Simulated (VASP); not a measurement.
Calculation: PBE GGA, VASP's PBE PAW potentials (set 64) (plane waves; VASP).

VASP input:

POSCAR:
```
Cd36Se36
1
   13.1763805314     0.0000000000     0.0000000000
   -6.5881902657    11.4110791959     0.0000000000
    0.0000000000     0.0000000000    14.3194529301
Cd Se
36 36
Direct
  0.2222220000   0.1111110000   0.2499750000
  0.1111110000   0.2222220000   0.4999750000
  0.2222220000   0.1111110000   0.7499750000
  0.1111110000   0.2222220000   0.9999750000
  0.2222220000   0.4444440000   0.2499750000
  0.1111110000   0.5555560000   0.4999750000
  0.2222220000   0.4444440000   0.7499750000
  0.1111110000   0.5555560000   0.9999750000
  0.2222220000   0.7777780000   0.2499750000
  0.1111110000   0.8888890000   0.4999750000
  0.2222220000   0.7777780000   0.7499750000
  0.1111110000   0.8888890000   0.9999750000
  0.5555560000   0.1111110000   0.2499750000
  0.4444440000   0.2222220000   0.4999750000
  0.5555560000   0.1111110000   0.7499750000
  0.4444440000   0.2222220000   0.9999750000
  0.5555560000   0.4444440000   0.2499750000
  0.4444440000   0.5555560000   0.4999750000
  0.5555560000   0.4444440000   0.7499750000
  0.4444440000   0.5555560000   0.9999750000
  0.5555560000   0.7777780000   0.2499750000
  0.4444440000   0.8888890000   0.4999750000
  0.5555560000   0.7777780000   0.7499750000
  0.4444440000   0.8888890000   0.9999750000
  0.8888890000   0.1111110000   0.2499750000
  0.7777780000   0.2222220000   0.4999750000
  0.8888890000   0.1111110000   0.7499750000
  0.7777780000   0.2222220000   0.9999750000
  0.8888890000   0.4444440000   0.2499750000
  0.7777780000   0.5555560000   0.4999750000
  0.8888890000   0.4444440000   0.7499750000
  0.7777780000   0.5555560000   0.9999750000
  0.8888890000   0.7777780000   0.2499750000
  0.7777780000   0.8888890000   0.4999750000
  0.8888890000   0.7777780000   0.7499750000
  0.7777780000   0.8888890000   0.9999750000
  0.2222220000   0.1111110000   0.4379550000
  0.1111110000   0.2222220000   0.1879550000
  0.2222220000   0.1111110000   0.9379550000
  0.1111110000   0.2222220000   0.6879550000
  0.2222220000   0.4444440000   0.4379550000
  0.1111110000   0.5555560000   0.1879550000
  0.2222220000   0.4444440000   0.9379550000
  0.1111110000   0.5555560000   0.6879550000
  0.2222220000   0.7777780000   0.4379550000
  0.1111110000   0.8888890000   0.1879550000
  0.2222220000   0.7777780000   0.9379550000
  0.1111110000   0.8888890000   0.6879550000
  0.5555560000   0.1111110000   0.4379550000
  0.4444440000   0.2222220000   0.1879550000
  0.5555560000   0.1111110000   0.9379550000
  0.4444440000   0.2222220000   0.6879550000
  0.5555560000   0.4444440000   0.4379550000
  0.4444440000   0.5555560000   0.1879550000
  0.5555560000   0.4444440000   0.9379550000
  0.4444440000   0.5555560000   0.6879550000
  0.5555560000   0.7777780000   0.4379550000
  0.4444440000   0.8888890000   0.1879550000
  0.5555560000   0.7777780000   0.9379550000
  0.4444440000   0.8888890000   0.6879550000
  0.8888890000   0.1111110000   0.4379550000
  0.7777780000   0.2222220000   0.1879550000
  0.8888890000   0.1111110000   0.9379550000
  0.7777780000   0.2222220000   0.6879550000
  0.8888890000   0.4444440000   0.4379550000
  0.7777780000   0.5555560000   0.1879550000
  0.8888890000   0.4444440000   0.9379550000
  0.7777780000   0.5555560000   0.6879550000
  0.8888890000   0.7777780000   0.4379550000
  0.7777780000   0.8888890000   0.1879550000
  0.8888890000   0.7777780000   0.9379550000
  0.7777780000   0.8888890000   0.6879550000
```

### KPOINTS
```
Automatic mesh
0
Gamma
 1 1 1
0 0 0
```

INCAR:
```
NSW=20   ! most ionic steps
SYSTEM=Cd36Se36
LMAXMIX=4   ! l cut-off of mixed one-centre charges
ISIF=2
NELMIN=4
LASPH=.True.   ! aspherical one-centre terms
LCHARG=.False.
ENCUT=400   ! plane-wave cut-off (eV)
NELM=100   ! most electronic steps
EDIFFG=-0.03
IBRION=2
LWAVE=.True.
ALGO=Fast
LREAL=Auto   ! projection in real space or not
GGA=PE   ! PBE
ISMEAR=0   ! Gaussian
SYMPREC=1E-4
EDIFF=1E-5   ! SCF stop (eV)
SIGMA=0.05   ! width (eV)
PREC=Normal
```

POTCAR, in this order: Cd Se (PBE.64 set). Program: vasp_gam.

The resulting files:

OUTCAR:
```
 ion  position               nearest neighbor table
   1  0.222  0.111  0.250-  46 2.69  50 2.69  38 2.69  37 2.69
   2  0.111  0.222  0.500-  41 2.69  37 2.69  61 2.69  40 2.69
   3  0.222  0.111  0.750-  48 2.69  52 2.69  40 2.69  39 2.69
   4  0.111  0.222  1.000-  43 2.69  39 2.69  63 2.69  38 2.69
   5  0.222  0.444  0.250-  38 2.69  54 2.69  42 2.69  41 2.69
   6  0.111  0.556  0.500-  45 2.69  65 2.69  41 2.69  44 2.69
   7  0.222  0.444  0.750-  40 2.69  56 2.69  44 2.69  43 2.69
   8  0.111  0.556  1.000-  47 2.69  67 2.69  43 2.69  42 2.69
   9  0.222  0.778  0.250-  42 2.69  58 2.69  46 2.69  45 2.69
  10  0.111  0.889  0.500-  37 2.69  45 2.69  69 2.69  48 2.69
  11  0.222  0.778  0.750-  44 2.69  60 2.69  48 2.69  47 2.69
  12  0.111  0.889  1.000-  39 2.69  47 2.69  71 2.69  46 2.69
  13  0.556  0.111  0.250-  58 2.69  62 2.69  50 2.69  49 2.69
  14  0.444  0.222  0.500-  53 2.69  37 2.69  49 2.69  52 2.69
  15  0.556  0.111  0.750-  60 2.69  64 2.69  52 2.69  51 2.69
  16  0.444  0.222  1.000-  55 2.69  39 2.69  51 2.69  50 2.69
  17  0.556  0.444  0.250-  50 2.69  66 2.69  54 2.69  53 2.69
  18  0.444  0.556  0.500-  57 2.69  41 2.69  53 2.69  56 2.69
  19  0.556  0.444  0.750-  52 2.69  68 2.69  56 2.69  55 2.69
  20  0.444  0.556  1.000-  59 2.69  43 2.69  55 2.69  54 2.69
  21  0.556  0.778  0.250-  54 2.69  70 2.69  58 2.69  57 2.69
  22  0.444  0.889  0.500-  49 2.69  45 2.69  57 2.69  60 2.69
  23  0.556  0.778  0.750-  56 2.69  72 2.69  60 2.69  59 2.69
  24  0.444  0.889  1.000-  51 2.69  47 2.69  59 2.69  58 2.69
  25  0.889  0.111  0.250-  70 2.69  62 2.69  38 2.69  61 2.69
  26  0.778  0.222  0.500-  65 2.69  49 2.69  61 2.69  64 2.69
  27  0.889  0.111  0.750-  72 2.69  64 2.69  40 2.69  63 2.69
  28  0.778  0.222  1.000-  67 2.69  51 2.69  63 2.69  62 2.69
  29  0.889  0.444  0.250-  62 2.69  42 2.69  66 2.69  65 2.69
  30  0.778  0.556  0.500-  69 2.69  53 2.69  65 2.69  68 2.69
  31  0.889  0.444  0.750-  64 2.69  44 2.69  68 2.69  67 2.69
  32  0.778  0.556  1.000-  71 2.69  55 2.69  67 2.69  66 2.69
  33  0.889  0.778  0.250-  66 2.69  46 2.69  70 2.69  69 2.69
  34  0.778  0.889  0.500-  61 2.69  57 2.69  69 2.69  72 2.69
  35  0.889  0.778  0.750-  68 2.69  48 2.69  72 2.69  71 2.69
  36  0.778  0.889  1.000-  63 2.69  59 2.69  71 2.69  70 2.69
  37  0.222  0.111  0.438-  10 2.69  14 2.69   2 2.69   1 2.69
  38  0.111  0.222  0.188-   5 2.69   1 2.69  25 2.69   4 2.69
  39  0.222  0.111  0.938-  12 2.69  16 2.69   4 2.69   3 2.69
...
```

### OSZICAR
```
       N       E                     dE             d eps       ncg     rms          rms(c)
DAV:   1     0.525545816177E+04    0.52555E+04   -0.29982E+05   784   0.131E+03
DAV:   2     0.228855104171E+03   -0.50266E+04   -0.48490E+04   868   0.373E+02
DAV:   3    -0.197536862507E+03   -0.42639E+03   -0.42125E+03   880   0.101E+02
DAV:   4    -0.209072951273E+03   -0.11536E+02   -0.11458E+02   856   0.137E+01
DAV:   5    -0.209264680437E+03   -0.19173E+00   -0.19138E+00   864   0.159E+00    0.350E+01
RMM:   6    -0.194928316789E+03    0.14336E+02   -0.32136E+01   776   0.739E+00    0.292E+01
RMM:   7    -0.194417988419E+03    0.51033E+00   -0.17703E+01   776   0.403E+00    0.760E+00
RMM:   8    -0.194236779575E+03    0.18121E+00   -0.10314E+00   776   0.124E+00    0.345E+00
RMM:   9    -0.194254781800E+03   -0.18002E-01   -0.32620E-01   776   0.744E-01    0.160E+00
RMM:  10    -0.194247924947E+03    0.68569E-02   -0.37635E-02   781   0.357E-01    0.329E-01
RMM:  11    -0.194251404591E+03   -0.34796E-02   -0.12688E-02   776   0.124E-01    0.242E-01
RMM:  12    -0.194250854733E+03    0.54986E-03   -0.20828E-03   778   0.563E-02    0.496E-02
RMM:  13    -0.194251004885E+03   -0.15015E-03   -0.94309E-04   779   0.304E-02    0.311E-02
RMM:  14    -0.194250972730E+03    0.32155E-04   -0.16421E-04   620   0.146E-02    0.176E-02
RMM:  15    -0.194250975967E+03   -0.32370E-05   -0.26031E-05   516   0.566E-03
   1 F= -.19425098E+03 E0= -.19425098E+03  d E =-.194251E+03
       N       E                     dE             d eps       ncg     rms          rms(c)
DAV:   1    -0.194256203006E+03   -0.52303E-02   -0.25885E+00   844   0.248E+00    0.333E-01
RMM:   2    -0.194258427125E+03   -0.22241E-02   -0.26170E-02   776   0.265E-01    0.944E-02
RMM:   3    -0.194258748327E+03   -0.32120E-03   -0.32115E-03   782   0.966E-02    0.672E-02
RMM:   4    -0.194258759031E+03   -0.10704E-04   -0.39343E-04   777   0.341E-02    0.311E-02
RMM:   5    -0.194258766210E+03   -0.71789E-05   -0.78150E-05   769   0.151E-02
   2 F= -.19425877E+03 E0= -.19425877E+03  d E =-.779024E-02
       N       E                     dE             d eps       ncg     rms          rms(c)
DAV:   1    -0.194260871949E+03   -0.21129E-02   -0.24307E+00   800   0.240E+00    0.321E-01
RMM:   2    -0.194262978404E+03   -0.21065E-02   -0.24677E-02   776   0.257E-01    0.923E-02
RMM:   3    -0.194263282224E+03   -0.30382E-03   -0.30252E-03   782   0.938E-02    0.675E-02
RMM:   4    -0.194263291615E+03   -0.93904E-05   -0.36758E-04   777   0.331E-02    0.306E-02
RMM:   5    -0.194263298731E+03   -0.71163E-05   -0.73176E-05   769   0.146E-02
   3 F= -.19426330E+03 E0= -.19426330E+03  d E =-.123228E-01
```

OUTCAR:
```
------------------------ aborting loop because EDIFF is reached ----------------------------------------
  FORCE on cell =-STRESS in cart. coord.  units (eV):
  Direction    XX          YY          ZZ          XY          YZ          ZX
  --------------------------------------------------------------------------------------
  Total        2.5058160      2.5058155     -5.6330208      0.0000000      0.0000000      0.0000000
  in kB        1.8647065      1.8647061     -4.1918204      0.0000000      0.0000000      0.0000000
  external PRESSURE =      -0.1541359 kB  Pullay stress =       0.0000000 kB
  volume of cell :     2153.03
      direct lattice vectors                 reciprocal lattice vectors
    13.176380531  0.000000000  0.000000000     0.075893376  0.043817065  0.000000000
    -6.588190266 11.411079196  0.000000000     0.000000000  0.087634130  0.000000000
     0.000000000  0.000000000 14.319452930     0.000000000  0.000000000  0.069835070
  FREE ENERGIE OF THE ION-ELECTRON SYSTEM (eV)
  ---------------------------------------------------
  free  energy   TOTEN  =      -194.2632987311 eV

  energy  without entropy=     -194.2632987310  energy(sigma->0) =     -194.26329873

 reached required accuracy - stopping structural energy minimisation
```
(Selected blocks of OUTCAR.)

### CONTCAR
```
Cd36Se36
   1.00000000000000
    13.1763805313999995    0.0000000000000000    0.0000000000000000
    -6.5881902656999998   11.4110791958999993    0.0000000000000000
     0.0000000000000000    0.0000000000000000   14.3194529301000006
  Cd              Se
    36    36
Direct
     0.2222220000000021    0.1111110000000011    0.2503256896311026
     0.1111110000000011    0.2222220000000021    0.5003256896311027
     0.2222220000000021    0.1111110000000011    0.7503256896311027
     0.1111110000000011    0.2222220000000021    0.0003256896311027
     0.2222220000000021    0.4444439999999972    0.2503256896311026
     0.1111110000000011    0.5555560000000028    0.5003256896311027
     0.2222220000000021    0.4444439999999972    0.7503256896311027
     0.1111110000000011    0.5555560000000028    0.0003256896311027
     0.2222220000000021    0.7777779999999979    0.2503256896311026
     0.1111110000000011    0.8888889999999989    0.5003256896311027
     0.2222220000000021    0.7777779999999979    0.7503256896311027
     0.1111110000000011    0.8888889999999989    0.0003256896311027
     0.5555560000000028    0.1111110000000011    0.2503256896311026
     0.4444439999999972    0.2222220000000021    0.5003256896311027
     0.5555560000000028    0.1111110000000011    0.7503256896311027
     0.4444439999999972    0.2222220000000021    0.0003256896311027
     0.5555560000000028    0.4444439999999972    0.2503256896311026
     0.4444439999999972    0.5555560000000028    0.5003256896311027
     0.5555560000000028    0.4444439999999972    0.7503256896311027
     0.4444439999999972    0.5555560000000028    0.0003256896311027
     0.5555560000000028    0.7777779999999979    0.2503256896311026
     0.4444439999999972    0.8888889999999989    0.5003256896311027
     0.5555560000000028    0.7777779999999979    0.7503256896311027
     0.4444439999999972    0.8888889999999989    0.0003256896311027
     0.8888889999999989    0.1111110000000011    0.2503256896311026
     0.7777779999999979    0.2222220000000021    0.5003256896311027
     0.8888889999999989    0.1111110000000011    0.7503256896311027
     0.7777779999999979    0.2222220000000021    0.0003256896311027
     0.8888889999999989    0.4444439999999972    0.2503256896311026
     0.7777779999999979    0.5555560000000028    0.5003256896311027
     0.8888889999999989    0.4444439999999972    0.7503256896311027
     0.7777779999999979    0.5555560000000028    0.0003256896311027
     0.8888889999999989    0.7777779999999979    0.2503256896311026
     0.7777779999999979    0.8888889999999989    0.5003256896311027
     0.8888889999999989    0.7777779999999979    0.7503256896311027
     0.7777779999999979    0.8888889999999989    0.0003256896311027
     0.2222220000000021    0.1111110000000011    0.4376043103688989
     0.1111110000000011    0.2222220000000021    0.1876043103688988
     0.2222220000000021    0.1111110000000011    0.9376043103688988
     0.1111110000000011    0.2222220000000021    0.6876043103688988
     0.2222220000000021    0.4444439999999972    0.4376043103688989
     0.1111110000000011    0.5555560000000028    0.1876043103688988
     0.2222220000000021    0.4444439999999972    0.9376043103688988
     0.1111110000000011    0.5555560000000028    0.6876043103688988
     0.2222220000000021    0.7777779999999979    0.4376043103688989
     0.1111110000000011    0.8888889999999989    0.1876043103688988
     0.2222220000000021    0.7777779999999979    0.9376043103688988
     0.1111110000000011    0.8888889999999989    0.6876043103688988
     0.5555560000000028    0.1111110000000011    0.4376043103688989
     0.4444439999999972    0.2222220000000021    0.1876043103688988
     0.5555560000000028    0.1111110000000011    0.9376043103688988
     0.4444439999999972    0.2222220000000021    0.6876043103688988
     0.5555560000000028    0.4444439999999972    0.4376043103688989
     0.4444439999999972    0.5555560000000028    0.1876043103688988
     0.5555560000000028    0.4444439999999972    0.9376043103688988
     0.4444439999999972    0.5555560000000028    0.6876043103688988
     0.5555560000000028    0.7777779999999979    0.4376043103688989
     0.4444439999999972    0.8888889999999989    0.1876043103688988
     0.5555560000000028    0.7777779999999979    0.9376043103688988
     0.4444439999999972    0.8888889999999989    0.6876043103688988
     0.8888889999999989    0.1111110000000011    0.4376043103688989
     0.7777779999999979    0.2222220000000021    0.1876043103688988
     0.8888889999999989    0.1111110000000011    0.9376043103688988
     0.7777779999999979    0.2222220000000021    0.6876043103688988
     0.8888889999999989    0.4444439999999972    0.4376043103688989
     0.7777779999999979    0.5555560000000028    0.1876043103688988
     0.8888889999999989    0.4444439999999972    0.9376043103688988
     0.7777779999999979    0.5555560000000028    0.6876043103688988
     0.8888889999999989    0.7777779999999979    0.4376043103688989
     0.7777779999999979    0.8888889999999989    0.1876043103688988
     0.8888889999999989    0.7777779999999979    0.9376043103688988
     0.7777779999999979    0.8888889999999989    0.6876043103688988
```

OUTCAR:
```
 val. band max:        0.5309897479   @ k =   0.0000   0.0000   0.0000

 cond. band min:       1.0287632038   @ k =   0.0000   0.0000   0.0000


 Fermi energy:         0.7969206230

 k-point     1 :       0.0000    0.0000    0.0000
  band No.  band energies     occupation
      1     -11.7403      2.00000
      2     -11.5745      2.00000
      3     -11.5745      2.00000
      4     -11.5131      2.00000
      5     -11.5131      2.00000
      6     -11.5130      2.00000
      7     -11.5129      2.00000
      8     -11.5128      2.00000
      9     -11.5128      2.00000
     10     -11.4152      2.00000
     11     -11.4152      2.00000
     12     -11.4151      2.00000
     13     -11.4151      2.00000
     14     -11.4151      2.00000
     15     -11.4151      2.00000
     16     -11.4149      2.00000
     17     -11.4149      2.00000
     18     -11.4149      2.00000
     19     -11.4149      2.00000
     20     -11.4148      2.00000
     21     -11.4148      2.00000
     22     -11.4110      2.00000
     23     -11.3422      2.00000
     24     -11.3422      2.00000
     25     -11.3421      2.00000
     26     -11.3421      2.00000
     27     -11.3360      2.00000
     28     -11.3360      2.00000
     29     -11.3360      2.00000
     30     -11.3360      2.00000
     31     -11.3267      2.00000
     32     -11.3267      2.00000
     33     -11.3266      2.00000
     34     -11.3265      2.00000
     35     -11.3265      2.00000
     36     -11.3264      2.00000
     37      -7.2725      2.00000
     38      -7.2550      2.00000
     39      -7.2550      2.00000
     40      -7.2296      2.00000
     41      -7.2296      2.00000
     42      -7.2296      2.00000
     43      -7.2296      2.00000
     44      -7.2108      2.00000
     45      -7.2108      2.00000
     46      -7.2108      2.00000
     47      -7.2107      2.00000
     48      -7.2107      2.00000
     49      -7.2106      2.00000
     50      -7.2105      2.00000
     51      -7.2105      2.00000
...
```

The supercell is sampled at Γ alone, which is coarse: total energies, pressure and levels can be off, energies of defects by several tenths of an eV.

The cell is a supercell, built from a database entry that may be metastable or hypothetical.
